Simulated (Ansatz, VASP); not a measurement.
# AlN (AlN, zinc blende or diamond type, a = 4.224 A) in two plane-wave programs

Wanted: the spread between two codes on one cell, functional and k mesh. The cell is generated by rule, not measured, and may not be a known phase. The cell is taken from a series of runs on this material, whose earlier steps may have relaxed, scaled, displaced or heated it; both programs get it as it stands.

Calculated with Ansatz 0.2.0; plane waves, with VASP 6.6.1 beside it; single point at PBE.

The structure was built from a prototype and need not be the compound's stable phase.

### Step 1. The starting structure

The structure is cubic, space group F-43m (No. 216). Conventional cell: a = 4.224 Å, b = 4.224 Å, c = 4.224 Å, α = 90.00°, β = 90.00°, γ = 90.00°. Al has 4 N at 1.83 Å nearest. N has 4 Al at 1.83 Å nearest. Farther neighbours and most contacts between anions are not listed.

### Step 2. Ansatz: single point, PBE

Ansatz runs on its default PAW (the set named soft_2) files.

A single point gives forces, pressure and levels at one fixed geometry, so differences don't come from the geometry; what else differs is listed under the comparison.

The input, input.yaml:

```yaml
crystal:
  lattice:
    - [2.9868190437, 0.0, 0.0]
    - [0.0, 2.9868190437, 0.0]
    - [0.0, 0.0, 4.224]
  atoms:
    - { symbol: Al, position: [0.0, 0.0, 0.0] }
    - { symbol: "N", position: [0.5, 0.0, 0.25] }
    - { symbol: Al, position: [0.5, 0.5, 0.5] }
    - { symbol: "N", position: [0.0, 0.5, 0.75] }
kpoints:
  mp_grid: { grid: [8, 8, 6] }
hamiltonian:
  xc: pbe
scf:
  occupations: { method: fixed }
  convergence: { dr2_threshold: 1.0e-09 }
output:
  transmission:
    leads: [[0, 0]]
    kpoints: [[0, 0], [0.5, 0], [0.5, 0.5], [0.25, 0]]
    e_range: [-1.92, 4.48]
    de: 0.16
```

Run with:

```console
$ ansatz run input.yaml --threads 2 --pin off --max-ram 4096MiB --backend cpu --events-out ev --progress --plain --runs-dir out
```

Numbers of over 12 decimals in the logs are rounded to 6 here.

Log:

```text
Engine: ansatz 0.2.0, aarch64-unknown-linux-gnu
Pseudopotentials: kind: paw
Pseudopotential: Al, paw, valence charge 3, recommended cutoff 420 eV (normal), Al.paw.azcp
Pseudopotential: N, paw, valence charge 5, recommended cutoff 420 eV (normal), N.paw.azcp
Functional definition: PBE
  parameter kappa = 0.804
  parameter beta = 0.066725
  exchange = pbe_x(kappa = kappa, mu = beta*pi^2/3)
  correlation = pbe_c(beta = beta)
Crystal: 4 atoms, lattice volume = 37.683 Å³
Basis set: ecut = 420 eV, 699 PW (Γ)
Bands: 12, of which v1, the nominal top of the filled ones, is band 8 counted from 1 (7 counted from 0)
Symmetry: 16 space group operations
Space group: F-43m (ITA 216), of the structure as read, at distance tolerance 3.4e-5 Å
k-points: 60 of 384 (time reversal used)
Non-local potential: Al, projectors of the file, l = 0: 2, l = 1: 2, l = 2: 1
Non-local potential: N, projectors of the file, l = 0: 2, l = 1: 2, l = 2: 1
PAW form: soft (Blöchl's): semilocal exchange-correlation on the pseudo side does not see the compensation charge
PAW one-centre angular grid: Al, 110 points (default); XC on 64 Gauss nodes
PAW one-centre angular grid: N, 110 points (default); XC on 64 Gauss nodes
Initial density: superposition of atomic densities (neutral atoms: chi_scale 0, normalization atom), corrected by the library's trained network
Initial wavefunctions: pseudopotential atomic-orbital guess
Functional: x = pbe(κ = 0.804, μ = 0.219515), c = pbe(β = 0.066725)
SCF iter   1: F=—  HF=-1847.990382 eV  |F-HF|=—  |Δ(HF+E_count)|=         —  Δρ=8.87e-4  dr2=1.25e-4  ethr=1.77e-3  ⟨swp⟩=4.9  Hψ=4039  notcnv=0  defer=106
preconditioner: auto → none  [insulator: Δε(μ)=3.365 eV  Ē_g=14.017 eV  n_scr=6 (ndim 8)  ℏωp=24.2 eV  f_vac=0.000  ε∞_Penn≈4.0]
SCF iter   2: F=—  HF=-1847.990628 eV  |F-HF|=—  |Δ(HF+E_count)|=   2.46e-4  Δρ=4.51e-4  dr2=1.90e-5  ethr=7.80e-7  ⟨swp⟩=2.3  Hψ=1765  notcnv=0  defer=120
SCF iter   3: F=—  HF=-1847.990694 eV  |F-HF|=—  |Δ(HF+E_count)|=   6.58e-5  Δρ=1.71e-4  dr2=4.36e-6  ethr=1.19e-7  ⟨swp⟩=2.0  Hψ=1080  notcnv=0  defer=34
SCF iter   4: F=—  HF=-1847.990705 eV  |F-HF|=—  |Δ(HF+E_count)|=   1.13e-5  Δρ=1.57e-5  dr2=3.24e-8  ethr=2.72e-8  ⟨swp⟩=2.0  Hψ=1165  notcnv=0  defer=10
SCF iter   5: F=—  HF=-1847.990706 eV  |F-HF|=—  |Δ(HF+E_count)|=   5.13e-7  Δρ=3.24e-6  dr2=1.40e-9  ethr=2.03e-10  ⟨swp⟩=2.0  Hψ=1152  notcnv=0  defer=7
SCF iter   6: F=-1847.990706 eV  HF=-1847.990706 eV  |F-HF|=2.96e-12  |Δ(HF+E_count)|=   2.24e-9  Δρ=2.47e-7  dr2=1.13e-11  ethr=6.25e-12  ⟨swp⟩=3.0  Hψ=2332  notcnv=0
SCF 1 converged in 6 iterations: F = -1847.990706 eV  dr2 = 1.13e-11
  greatest PAW one-centre occupation: 0.795 electrons in one spin orbital (limit 2), on the N atom at site 3 (counted from 0), in its partial waves of l = 0
transmission: 6 of 24 steps passed
transmission: 12 of 24 steps passed
transmission: 18 of 24 steps passed
transmission: 24 of 24 steps passed
SCF converged after 6 iterations
Free energy (F): -1847.990706 eV
Harris-Foulkes:  -1847.990706 eV  (|F-HF|=2.96e-12)
Internal energy: -1847.990706 eV  (E = F + TS)
E sigma→0 (E₀):  -1847.990706 eV
Fermi energy:    8.070652 eV
--- Per-component energies (eV) ---
  E_band       = 45.364357
  E_kinetic    = 328.385664
  E_local      = -427.054740  (includes V_loc(G=0)·N_el)
  E_nonlocal   = 113.213014
  E_hartree    = 149.164444
  E_xc         = -206.358047
  E_vxc        = -219.374603  (∫ρ·V_xc dr)
  E_paw        = -1191.912970  (= ΣΔE_a)
  E_vpaw       = -48.134115  (= ΣTr[D̂ρ^β])
  E_aug_tail   = 0.000199  (compensation charges beyond the density's cutoff)
  E_ewald      = -613.428271
  E_smearing   = -0.000000  (= −TS)
  E_closure    = -0.000000  (closes the sum)
  Σ components = -1847.990706   (vs F -1847.990706, Δ=0.00e0)
--- Band table (eV; the first three rows and the last of 60) ---
  k-point 0: bands = [... 4 lower, 6.1988, 8.0695, 8.0696, 8.0696, 11.4421, 13.1704, 17.3093, 21.6798]
  k-point 1: bands = [... 4 lower, 6.3026, 7.5004, 7.9157, 7.9157, 11.8932, 13.7776, 17.5124, 21.2319]
  k-point 2: bands = [... 4 lower, 6.5991, 6.5991, 7.5225, 7.5225, 13.1186, 14.7637, 18.1092, 20.2674]
  k-point 59: bands = [... 4 lower, 4.2899, 4.2899, 5.1637, 5.1637, 14.3494, 14.3494, 20.0751, 20.0751]
--- Transmission ---
  basis      : 69 plane waves across, 6 finite elements along
  points     : 4, as listed
  energies   : 41 from -1.920000 to 4.480000 eV about the Fermi level, 0.160000 eV apart; the leads are filled to 1.685711 eV, and channels, transmission and decay are at 1.760000 eV
  crystal 0  : N2Al2, at the sites [0, 0], period 4.2240 Å: whole cells are its period
    offset         : up to 0.0000 Å between an atom of the period and one for which it stands
    channels       : 0.000000e0 a spin
    conductance    : none, the energies end too early or step too widely for 300 K: set another output.transmission.e_range or a lower de, or, where they end at an eighth of basis.ecutwfc, a higher one
    slowest decay  : 0.3167 /Å at (0.0000, 0.0000)
```

Reading the cycles: dr2 is the Hartree energy of the density residual (eV), the measure of convergence; HF is the Harris–Foulkes estimate of the energy, which meets the free energy F at convergence.

### Step 3. VASP: single point, PBE

The same cell, functional and mesh now go to VASP, with its own data sets.

Lines of VASP's logs that name or quote its potential files are left out, and so is its time.

The input, INCAR:

```
SYSTEM = AlN
PREC = Accurate
ENCUT = 520
EDIFF = 1E-06
NELM = 120
ISMEAR = 0
SIGMA = 0.01
LREAL = .FALSE.
ALGO = Normal
GGA = PE
NBANDS = 14
LORBIT = 11
LWAVE = .FALSE.
LCHARG = .FALSE.
ISIF = 2
LASPH = .TRUE.
GGA_COMPAT = .FALSE.
EFERMI = MIDGAP
```

The input, POSCAR:

```
AlN
1.0
    2.9868190437      0.0000000000      0.0000000000
    0.0000000000      2.9868190437      0.0000000000
    0.0000000000      0.0000000000      4.2240000000
Al N
2 2
Direct
    0.0000000000      0.0000000000      0.0000000000
    0.5000000000      0.5000000000      0.5000000000
    0.5000000000      0.0000000000      0.2500000000
    0.0000000000      0.5000000000      0.7500000000
```

The input, KPOINTS:

```
Automatic mesh
0
Gamma
8 8 6
0 0 0
```

The projector-augmented-wave data sets are Al and N (PBE family, release 64).

Run with:

```console
$ mpirun -np 1 vasp_std
```

Log:

```text
[banner, memory and clock lines left out]
running    1 mpi-ranks, on    1 nodes
 distrk:  each k-point on    1 cores,    1 groups
 distr:  one band on    1 cores,    1 groups

 POSCAR found type information on POSCAR AlN
 POSCAR found :  2 types and       4 ions
 LDA part: xc-table for (Slater+PW92), standard interpolation
 POSCAR, INCAR and KPOINTS ok, starting setup
 FFT: planning ... GRIDC
 FFT: planning ... GRID_SOFT
 FFT: planning ... GRID
 WAVECAR not read
 entering main loop
       N       E                     dE             d eps       ncg     rms          rms(c)
DAV:   1     0.438280085577E+02    0.43828E+02   -0.74555E+03  1744   0.100E+03
DAV:   2    -0.311015493848E+02   -0.74930E+02   -0.68643E+02  2272   0.214E+02
DAV:   3    -0.344381584345E+02   -0.33366E+01   -0.33261E+01  2316   0.458E+01
DAV:   4    -0.344591233902E+02   -0.20965E-01   -0.20962E-01  1854   0.414E+00
DAV:   5    -0.344593859722E+02   -0.26258E-03   -0.26257E-03  2310   0.468E-01    0.130E+01
DAV:   6    -0.292745505564E+02    0.51848E+01   -0.12999E+01  2046   0.279E+01    0.458E+00
DAV:   7    -0.292828565701E+02   -0.83060E-02   -0.96098E-01  2010   0.717E+00    0.311E+00
DAV:   8    -0.292724164005E+02    0.10440E-01   -0.73338E-02  1896   0.247E+00    0.454E-01
DAV:   9    -0.292674263075E+02    0.49901E-02   -0.17347E-02  2202   0.997E-01    0.233E-01
DAV:  10    -0.292679256070E+02   -0.49930E-03   -0.24126E-03  2028   0.334E-01    0.138E-01
DAV:  11    -0.292678171090E+02    0.10850E-03   -0.30894E-04  2004   0.136E-01    0.280E-02
DAV:  12    -0.292678184945E+02   -0.13855E-05   -0.10933E-05  2118   0.295E-02    0.770E-03
DAV:  13    -0.292678182460E+02    0.24851E-06   -0.39816E-06  2130   0.154E-02
   1 F= -.29267818E+02 E0= -.29267818E+02  d E =0.000000E+00
```

OUTCAR, selected parts (step 3):

```text
ion  position               nearest neighbor table
   1  0.000  0.000  0.000-   3 1.83   4 1.83   4 1.83   3 1.83   2 2.99   2 2.99   2 2.99   2 2.99
                             2 2.99   2 2.99   2 2.99   2 2.99
   2  0.500  0.500  0.500-   3 1.83   4 1.83   3 1.83   4 1.83   1 2.99   1 2.99   1 2.99   1 2.99
                             1 2.99   1 2.99   1 2.99   1 2.99
   3  0.500  0.000  0.250-   1 1.83   2 1.83   2 1.83   1 1.83
   4  0.000  0.500  0.750-   1 1.83   2 1.83   1 1.83   2 1.83

  LATTYP: Found a simple tetragonal cell.
 ALAT       =     2.9868190437
 C/A-ratio  =     1.4142135624

 Subroutine GETGRP returns: Found  8 space group operations
 (whereof  8 operations were pure point group operations)

The static configuration has the point symmetry D_2d.

 Found     60 irreducible k-points:

   k-points           NKPTS =     60   k-points in BZ     NKDIM =     60   number of bands    NBANDS=     14

   dimension x,y,z NGX =    24 NGY =   24 NGZ =   32
   dimension x,y,z NGXF=    48 NGYF=   48 NGZF=   64

   ENCUT  =  520.0 eV  38.22 Ry    6.18 a.u.   5.55  5.55  7.85*2*pi/ulx,y,z

   NELECT =      16.0000    total number of electrons

 k-points in reciprocal lattice and weights: Automatic mesh
   0.00000000  0.00000000  0.00000000       0.003
   0.12500000  0.00000000  0.00000000       0.010
   0.25000000  0.00000000  0.00000000       0.010
   0.37500000  0.00000000  0.00000000       0.010
   0.50000000  0.00000000  0.00000000       0.005
   0.12500000  0.12500000  0.00000000       0.010
   0.25000000  0.12500000  0.00000000       0.021
   0.37500000  0.12500000  0.00000000       0.021
   0.50000000  0.12500000  0.00000000       0.010
[...]
0.50000000  0.37500000  0.50000000       0.010
   0.50000000  0.50000000  0.50000000       0.003

 average (electrostatic) potential at core
       1 -70.2069       2 -70.2069       3 -58.7562       4 -58.7562

 E-fermi :   8.6412

 k-point     1 :       0.0000    0.0000    0.0000
  band No.  band energies     occupation
    ...
      4       5.0821      2.00000
      5       5.0821      2.00000
      6       6.9587      2.00000
      7       6.9587      2.00000
      8       6.9587      2.00000
      9      10.3224      0.00000
     10      12.0770      0.00000
     11      16.1886      0.00000
     12      20.5498      0.00000
     13      20.5498      0.00000
    ...

 k-point     2 :       0.1250    0.0000    0.0000
  band No.  band energies     occupation
    ...
      4       4.3192      2.00000
      5       5.1965      2.00000
      6       6.1774      2.00000
      7       6.7767      2.00000
      8       6.9600      2.00000
      9      11.0124      0.00000
     10      12.7405      0.00000
     11      16.7650      0.00000
     12      20.1482      0.00000
     13      20.6786      0.00000
    ...

 k-point     3 :       0.2500    0.0000    0.0000
  band No.  band energies     occupation
    ...
      4       3.0259      2.00000
      5       4.6630      2.00000
      6       5.5158      2.00000
      7       6.2288      2.00000
      8       6.9249      2.00000
      9      12.3214      0.00000
     10      13.9717      0.00000
     11      17.8134      0.00000
     12      19.5187      0.00000
     13      19.8562      0.00000
    ...

  Total        7.1616902      7.1616902      7.1606458      0.0000000      0.0000000      0.0000000
  in kB      304.4979563    304.4979563    304.4535511      0.0000000      0.0000000      0.0000000
  external PRESSURE =     304.4831545 kB  Pullay stress =       0.0000000 kB

  energy-cutoff  :      520.00
  volume of cell :       37.68
      direct lattice vectors                 reciprocal lattice vectors
     2.986819044  0.000000000  0.000000000     0.334804347  0.000000000  0.000000000
     0.000000000  2.986819044  0.000000000     0.000000000  0.334804347  0.000000000
     0.000000000  0.000000000  4.224000000     0.000000000  0.000000000  0.236742424

 POSITION                                       TOTAL-FORCE (eV/Angst)
 -----------------------------------------------------------------------------------
      0.00000      0.00000      0.00000         0.000000     -0.000000      0.000000
      1.49341      1.49341      2.11200        -0.000000      0.000000      0.000000
      1.49341      0.00000      1.05600        -0.000000      0.000000      0.000000
      0.00000      1.49341      3.16800         0.000000      0.000000     -0.000000
 -----------------------------------------------------------------------------------
    total drift:                                0.000000      0.000000     -0.000000

  FREE ENERGIE OF THE ION-ELECTRON SYSTEM (eV)
  ---------------------------------------------------
  free  energy   TOTEN  =       -29.2678182460 eV

  energy  without entropy=      -29.2678182460  energy(sigma->0) =      -29.26781825

 total charge
# of ion       s       p       d       tot
------------------------------------------
    1        0.388   0.505   0.000   0.893
    2        0.388   0.505   0.000   0.893
    3        1.233   2.722   0.000   3.954
    4        1.233   2.722   0.000   3.954
--------------------------------------------------
tot          3.242   6.452   0.000   9.694

[... 3 further parts left out ...]
```

The run ends at a pressure of 30.45 GPa.

### Step 4. Side by side

Known differences besides the potentials themselves: fixed occupations in Ansatz, narrow Gaussian smearing in VASP; the cutoff is 420 eV in Ansatz and 520 eV in VASP. Total energies have different zeros and are not compared.

The two programs side by side:

```csv
quantity,Ansatz,VASP,difference
gap on the k mesh (eV),3.371,3.362,+0.009
```

A gap on the mesh is an upper bound, since the band edges may lie between its points.

### Step 5. Outcome

```
difference in gap on the k mesh (single point, PBE) : 0.0090 eV
```

In words: The difference in gap on the k mesh is 0.0090 eV (single point, PBE), within the 0.08 eV picked in this series as the mark of a large difference. How closely two codes agree says nothing of how well the functional describes the real material.

[Lines on the potential files, build, host, timing and source positions are cut from VASP's logs without a mark.]

[Logs are printed without paths, hosts, clocks, repeated set-up lines and the standing remarks that a program may print on its own settings, such as how far it seeks lower states.]

[Hosts, paths, dates, database ids (printed as entryN), source tags and the programs' standing remarks are cut or masked in the printed files.]
